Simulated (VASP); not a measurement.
Input:

```yaml
crystal:
  lattice:
    - [1.59113, -2.75592, 0.00000]
    - [1.59113, 2.75592, 0.00000]
    - [0.00000, 0.00000, 12.76567]
  atoms:
    - { symbol: Mo, position: [0.33333, 0.66667, 0.25000] }
    - { symbol: Mo, position: [0.66667, 0.33333, 0.75000] }
    - { symbol: S, position: [0.33333, 0.66667, 0.87167] }
    - { symbol: S, position: [0.66667, 0.33333, 0.37167] }
    - { symbol: S, position: [0.66667, 0.33333, 0.12833] }
    - { symbol: S, position: [0.33333, 0.66667, 0.62833] }
```

The numbers are results of r2SCAN meta-GGA, VASP's PBE PAW potentials (set 64) (plane waves; VASP 6.6.1), not measurements. Settings: 400 eV cut-off, 7×7×2 Γ-centred mesh, Gaussian smearing of 0.050 eV, potentials Mo_sv S.

Problem. What does the run give for the energy per atom (σ→0)?

Solution. 
```json
{
  "energy per atom (σ→0)": "-15.013 eV/atom"
}
```

The compound is MoS2 in the 2H layered structure. It was relaxed first, which changed the volume by +5 %. The start is the result of an earlier pass.
